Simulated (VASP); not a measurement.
Method: PBE GGA with D3 dispersion (Becke-Johnson damping), VASP's PBE PAW potentials (set 64) (plane waves; VASP 6.6.1).

Input for VASP

INCAR:
```
! general
SYSTEM=Ca
PREC  =Accurate
ENCUT =520
LREAL =.FALSE.
LASPH =.TRUE.

! electronic loop
EDIFF =1E-6
NELM  =100
ALGO  =Normal

! smearing
ISMEAR=1
SIGMA =0.1

! functional
GGA   =PE
IVDW  =12

! ions
IBRION=2
NSW   =60
ISIF  =3
EDIFFG=-0.01

! output
LWAVE =.FALSE.
LCHARG=.FALSE.
```

POSCAR:
```
Ca
1
    0.0000000000     2.7196248243     2.7196248243
    2.7196248243    -0.0000000000     2.7196248243
    2.7196248243     2.7196248243     0.0000000000
Ca
1
Direct
  0.0000000000   0.0000000000   0.0000000000
```

### KPOINTS
```
Automatic mesh
0
Gamma
11 11 11
0 0 0
```

POTCAR, in this order: Ca_sv (PBE.64 set). Program: vasp_std.

Estimate the energy per atom (σ→0), dispersion energy, volume per atom, band gap (on the k-mesh).

The energy per atom (σ→0) is -208.9 kJ/mol of atoms and the dispersion energy is -0.241 eV. The band gap (on the k-mesh) comes out as none (metal, semimetal or under 0.01 eV) and the volume per atom is 40.15 Å³/atom.

OSZICAR:
```
...
DAV:   1    -0.192415714079E+01    0.16107E-03   -0.84278E-03  1130   0.111E+00    0.104E-01
DAV:   2    -0.192392389324E+01    0.23325E-03   -0.77086E-04  1104   0.348E-01    0.541E-02
DAV:   3    -0.192386247923E+01    0.61414E-04   -0.46314E-04  1360   0.195E-01    0.180E-02
DAV:   4    -0.192386636809E+01   -0.38889E-05   -0.34459E-05  1184   0.707E-02    0.851E-03
DAV:   5    -0.192387506784E+01   -0.86998E-05   -0.10393E-05  1560   0.171E-02    0.362E-03
DAV:   6    -0.192387629036E+01   -0.12225E-05   -0.40759E-07   628   0.601E-03    0.261E-04
DAV:   7    -0.192387625505E+01    0.35307E-07   -0.16443E-07   598   0.404E-03
   2 F= -.21649431E+01 E0= -.21647800E+01  d E =-.939452E-05
```

The compound is Ca in the fcc structure. This run relaxes it. Symmetry was kept, so distortions that lower it aren't found. The start is the result of an earlier pass.
